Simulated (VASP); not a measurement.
Energy against volume of PbSe (rock salt). Method: PBE0 hybrid, VASP's PBE PAW potentials (set 64) (plane waves; VASP 6.6.1). Numerical set-up: 520 eV cut-off, 6×6×6 Γ-centred mesh, Gaussian smearing of 0.050 eV, potentials Pb_d Se.

```tsv
V (Å³/atom)	E (eV/atom)
27.315	-5.33611
28.215	-5.35471
29.116	-5.36233
30.016	-5.36059
```

### Question
Fit these four points and predict the energy of the run at 30.917 Å³/atom.

### Answer
A cubic in V^(−2/3), the third-order Birch-Murnaghan form, passes through the four points with V0 = 29.38 Å³/atom and B0 = 52 GPa, and gives -5.3509 eV/atom there. The run gave -5.3509 eV/atom, -0.1 meV/atom from the fit; all five points give B0 = 51 GPa.

The compound is PbSe in the rock salt structure. It was relaxed first. The cell's shape comes from a PBE relaxation.
